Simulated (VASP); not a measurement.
A convergence study with VASP on Co (hcp): one setting is varied, all else stays as given below, so the limit is that of these other settings. ε∞ is the independent-particle value.

```xyz
2
Lattice="1.2550 -2.1737 0.0000 1.2550 2.1737 0.0000 0.0000 0.0000 4.0700" Properties=species:S:1:pos:R:3 pbc="T T T"
Co     1.2550     0.7246     1.0175
Co     1.2550    -0.7246     3.0525
```
Starting moments (μB, in the order of the record's atoms Co Co): 1.8 1.8.

The numbers are results of PBE GGA, VASP's PBE PAW potentials (set 64) (plane waves; VASP), not measurements. The tightest run used: 550 eV cut-off, 14×14×7 Γ-centred mesh, first-order Methfessel-Paxton smearing of 0.10 eV, potentials Co.

| setting | moment (μB) | bands |
|---|---|---|
| NBANDS = 10 | 2.000 | 10 |
| NBANDS = 11 | 3.041 | 11 |
| NBANDS = 13 | 3.249 | 13 |

Problem. These are the cheaper rows. Estimate the results at NBANDS = 137, and how far the last row shown lies from them.

Solution. 
```
quantity     tightest run  last row shown is off by
-----------  ------------  ------------------------
moment (μB)         3.249                     0.000
```

VASP warned of too few bands at NBANDS = 10; NBANDS = 11.

Left out are rungs that failed or repeat a setting and relaxations that didn't move; long series are thinned to 24 rows.

The compound is Co in the hcp structure. The cell was not relaxed at this level. The spin order is the one that the start imposed; others were not tried in this run. VASP warned that the highest band is occupied, so more bands are needed.
